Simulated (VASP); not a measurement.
```xyz
2
Lattice="0.0000 2.8343 2.8343 2.8343 0.0000 2.8343 2.8343 2.8343 0.0000" Properties=species:S:1:pos:R:3 pbc="T T T"
Ca     0.0000     0.0000     0.0000
S      2.8343     2.8343     2.8343
```

All values below come from rev-vdW-DF2, VASP's PBE PAW potentials (set 64) (plane waves; VASP). Settings: 520 eV cut-off, 8×8×8 Γ-centred mesh, Gaussian smearing of 0.050 eV, potentials Ca_sv S.

Task: Estimate the energy per atom (σ→0), band gap (on the k-mesh) with the smallest direct gap where there is one.

Result: 
```json
{
  "band gap (on the k-mesh)": "2.27 eV",
  "smallest direct gap (on the k-mesh)": "3.09 eV",
  "energy per atom (σ→0)": "-3.571 eV/atom"
}
```

The absolute energy has meaning only against runs of the same code, potentials and settings.

The compound is CaS in the rock salt structure. It was relaxed first.
